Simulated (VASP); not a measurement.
Input for VASP

INCAR:
```
# general
SYSTEM   =  ZnSiP2
PREC     =  Accurate
ENCUT    =  500   # plane-wave cut-off (eV)
LREAL    =  .False.   # projection in real space or not
LASPH    =  .True.

# electronic loop
EDIFF    =  1E-6
NELM     =  100
ALGO     =  Normal
LMAXMIX  =  4   # l cut-off of mixed one-centre charges

# smearing
ISMEAR   =  0   # Gaussian
SIGMA    =  0.05

# functional
GGA      =  PS   # PBEsol

# ions
IBRION   =  2   # conjugate gradients
NSW      =  40   # most ionic steps
ISIF     =  3   # ions, shape and volume
EDIFFG   =  -0.02   # ionic stop
PSTRESS  =  50

# output
LWAVE    =  .False.
LCHARG   =  .False.
```

### KPOINTS
```
Automatic mesh
0
Gamma
6 6 6
0 0 0
```

File POSCAR:
```
ZnSiP2
1
   -2.6366009245     2.6366009245     5.1406936113
    2.6366009245    -2.6366009245     5.1406936113
    2.6366009245     2.6366009245    -5.1406936113
Zn Si P
2 2 4
Direct
  1.0000000000   0.0000000000   0.0000000000
  0.7500000000   0.2500000000   0.5000000000
  0.5000000000   0.5000000000   0.0000000000
  0.2500000000   0.7500000000   0.5000000000
  0.8750000000   0.8616127988   0.4866127988
  0.1383872012   0.6250000000   0.0133872012
  0.3750000000   0.3883872012   0.5133872012
  0.6116127988   0.1250000000   0.9866127988
```

POTCAR, in this order: Zn Si P (PBE.64 set). Program: vasp_std.

Task: Write an equivalent input for Ansatz.

Result: One equivalent input (not run):
Ansatz 0.2 input:
```yaml
crystal:
  lattice:
    - [-2.6366009, 2.6366009, 5.1406936]
    - [2.6366009, -2.6366009, 5.1406936]
    - [2.6366009, 2.6366009, -5.1406936]
  atoms:
    - { symbol: Zn, position: [1.0000000, 0.0000000, 0.0000000] }
    - { symbol: Zn, position: [0.7500000, 0.2500000, 0.5000000] }
    - { symbol: Si, position: [0.5000000, 0.5000000, 0.0000000] }
    - { symbol: Si, position: [0.2500000, 0.7500000, 0.5000000] }
    - { symbol: P, position: [0.8750000, 0.8616128, 0.4866128] }
    - { symbol: P, position: [0.1383872, 0.6250000, 0.0133872] }
    - { symbol: P, position: [0.3750000, 0.3883872, 0.5133872] }
    - { symbol: P, position: [0.6116128, 0.1250000, 0.9866128] }
kpoints:
  mp_grid: { grid: [6, 6, 6] }
hamiltonian:
  xc: pbesol
  pseudopotentials: { kind: paw }
scf:
  occupations: { method: gaussian, width: 0.05 }
  max_iter: 100
relax:
  max_steps: 40
  f_tol: 0.02
  cell: { p_target: 5 }
output: { forces: true, stress: true, eigenvalues: true }
```
Limits of the translation: each code has its own PAW files, so the cut-off isn't converted (ENCUT is set for VASP's; basis.ecutwfc is left out, and Ansatz then takes the one that its files recommend); Ansatz stops its SCF on the density residual and VASP on the energy change (EDIFF).

The compound is ZnSiP2 in the chalcopyrite structure. It was relaxed first under an external pressure of 5 GPa.
